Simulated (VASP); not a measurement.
Equation of state of BeTl under PBE

It takes space group Pm-3m (No. 221, cubic). Conventional cell: a = 3.382 Å, b = 3.382 Å, c = 3.382 Å, α = 90.00°, β = 90.00°, γ = 90.00°. Be (site symmetry m-3m) has 8 Tl at 2.93 Å as nearest neighbours. Tl (site symmetry m-3m) has 8 Be at 2.93 Å as nearest neighbours.

The cell comes from a database or a generator and needn't be the stable form of this composition.

The cell was scaled at fixed shape and fractions and run with VASP, PBE PAW files Be, Tl_d, 520 eV; PBE, k mesh 8 × 8 × 8 on the cell of 2 atoms, fermi-dirac occupations of 0.05 eV, no spin polarisation, no spin-orbit coupling. Energies are those that the program minimises, any entropy of the smearing included. For a metal such a mesh isn't converged to the digits shown.

```csv
V (Å³/atom),energy over the lowest row (meV/atom)
18.1746,8.542
18.5613,2.773
18.9480,0.054
19.3347,0.000
19.7214,2.335
20.1081,?
20.4947,12.979
```

Task: Fit the third-order Birch-Murnaghan form, give V0, B0 and B′, and predict the energy left open.

Result: With y = (V0/V)^(2/3), E = E0 + (9 V0 B0/16) [(y - 1)³ B′ + (y - 1)² (6 - 4y)]. Least squares through the rows shown give V0 = 19.1457 Å³/atom, E0 = -0.286 meV, B0 = 51.53 GPa (1 eV/Å³ = 160.218 GPa) and B′ = 5.25, with a largest miss of 0.008 meV. At V = 20.1081 the form with these constants gives 6.738 meV; the run gave 6.748 meV an atom.
